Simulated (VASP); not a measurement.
Consider the following.

```xyz
3
Lattice="0.0000 2.5586 2.5586 2.5586 0.0000 2.5586 2.5586 2.5586 0.0000" Properties=species:S:1:pos:R:3 pbc="T T T"
Zr     0.0000     0.0000     0.0000
O      1.2793     1.2793     1.2793
O      3.8379     3.8379     3.8379
```

Level of theory: PW91 GGA, VASP's PBE PAW potentials (set 64) (plane waves; VASP). Run with 520 eV cut-off, 7×7×7 Γ-centred mesh, Gaussian smearing of 0.050 eV, potentials Zr_sv O.

Question: What does the run give for the energy per atom (σ→0)?

Answer: 
| Quantity | Result |
|---|---|
| energy per atom (σ→0) | -9582 meV/atom |

Total energies compare only between runs with the same potentials, cut-off and functional.

The compound is ZrO2 in the fluorite structure, the high-temperature cubic form, which is unstable at 0 K; the monoclinic form is the stable one. It was relaxed first. The start is the result of an earlier pass.
